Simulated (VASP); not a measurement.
Crystal: Sn2H3Br.

```
Sn H Br
1.0
     4.20000    0.00000    0.00000
    -2.10000    3.63731    0.00000
     0.00000    0.00000    7.07000
Sn H Br
2 3 1
Cartesian
  2.1000 1.2124 5.1611
  0.0000 2.4249 1.9089
  2.1000 1.2124 2.7573
  0.0000 2.4249 4.3127
  0.0000 0.0000 3.5350
  0.0000 0.0000 0.0000
```

The cell was built by a generator and needn't be a form met in nature.

```yaml
Program: VASP 6.6.1
Task: relaxation of cell and atoms
Functional: PBE
Potentials_or_basis: VASP PAW PBE potentials, release 64 (Sn_d, H, Br)
Cutoff: 520 eV
k_mesh: 4 × 4 × 2
Occupations: gaussian, width 0.15 eV
Spin: no spin polarisation
```

At the start: pressure -2.8 GPa; volume 18.00 Å³/atom.

**Question.** Where does the relaxation end?

**Answer.** Over 12 steps the energy falls by 196.2 meV/atom and the volume is 17.14 Å³/atom (-4.8 %); space group P-3m1 (No. 164, to 0.05 Å).

Step by step:
```tsv
step	energy change (eV)	largest force (eV/Å)	pressure (GPa)	volume (Å³)
1	0.0000	2.7260	-2.77	108.01
2	-0.6903	1.9850	-1.32	103.21
3	-0.7013	1.9062	6.02	92.80
4	-1.0555	0.7817	1.91	98.40
5	-1.0696	0.2622	2.53	97.05
6	-1.0713	0.3560	2.55	97.36
7	-1.1582	0.0859	0.75	101.34
8	-1.1615	0.1387	-1.10	106.01
9	-1.1716	0.0151	-0.56	103.94
10	-1.1716	0.0071	-0.52	103.75
11	-1.1715	0.0114	-0.44	103.60
12	-1.1770	0.0319	-0.06	102.85
```

Final structure:
```
CELL_PARAMETERS angstrom
4.10725 0.00000 0.00000
-2.05363 3.55699 0.00000
0.00000 0.00000 7.04019
ATOMIC_POSITIONS crystal
Sn 0.66667 0.33333 0.67887
Sn 0.33333 0.66667 0.32113
H 0.66667 0.33333 0.38279
H 0.33333 0.66667 0.61721
H 0.00000 0.00000 0.50000
Br 0.00000 0.00000 0.00000
```

Caveat: the k mesh is coarse (spacing up to 0.44 Å⁻¹), so the values aren't converged.
